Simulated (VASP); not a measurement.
The system is Sn8Te7Se.

```
Sn Se Te
1.0
    -6.26649    6.26649    0.00000
    -6.26649    0.00000    6.26649
     0.00000    6.26649    6.26649
Sn Se Te
8 1 7
Direct
  0.00000 0.00000 0.00000
  0.50000 0.00000 0.00000
  0.00000 0.50000 0.00000
  0.00000 0.00000 0.50000
  0.50000 0.50000 0.00000
  0.50000 0.00000 0.50000
  0.00000 0.50000 0.50000
  0.50000 0.50000 0.50000
  0.75000 0.75000 0.75000
  0.25000 0.75000 0.75000
  0.75000 0.25000 0.75000
  0.75000 0.75000 0.25000
  0.25000 0.25000 0.75000
  0.25000 0.75000 0.25000
  0.75000 0.25000 0.25000
  0.25000 0.25000 0.25000
```

The cell was built by a generator and needn't be a form met in nature.

- Program: VASP 6.6.1
- Task: relaxation of cell and atoms
- Functional: PBEsol
- Potentials or basis: VASP PAW PBE potentials, release 64 (Sn_d, Se, Te)
- Cutoff: 600 eV
- k mesh: 6 × 6 × 6
- Occupations: gaussian, width 0.03 eV
- Spin: no spin polarisation

At the start: pressure -0.3 GPa; volume 30.76 Å³/atom.

**Question.** How do energy, volume and symmetry change on relaxing?

**Answer.** Over 7 steps the energy falls by 5.9 meV/atom and the volume is 30.50 Å³/atom (-0.9 %); space group Fm-3m (No. 225, to 0.05 Å).

Step by step:
```csv
step,energy change (eV),largest force (eV/Å),pressure (GPa),volume (Å³)
1,0.0000,0.4055,-0.31,492.16
2,-0.0450,0.3049,0.06,487.98
3,-0.0707,0.1354,0.70,481.35
4,-0.0936,0.0134,0.18,486.38
5,-0.0944,0.0143,0.05,487.58
6,-0.0944,0.0097,0.07,487.45
7,-0.0946,0.0004,0.01,487.93
```

Final structure:
```
Sn Se Te
1.0
    -6.24849    6.24849    0.00000
    -6.24849    0.00000    6.24849
     0.00000    6.24849    6.24849
Sn Se Te
8 1 7
Cartesian
  0.0000 0.0000 0.0000
  -9.3727 9.3727 12.4231
  -9.3727 12.4231 9.3727
  -12.4231 9.3727 9.3727
  -6.3224 9.3727 9.3727
  -9.3727 6.3224 9.3727
  -9.3727 9.3727 6.3224
  -6.2485 6.2485 6.2485
  -9.3727 9.3727 9.3727
  -6.2485 6.2485 9.3727
  -6.2485 9.3727 6.2485
  -9.3727 6.2485 6.2485
  -3.1242 6.2485 6.2485
  -6.2485 3.1242 6.2485
  -6.2485 6.2485 3.1242
  -3.1242 3.1242 3.1242
```

Caveat: the PAW data sets were made with another functional, which shifts forces and pressure a little.
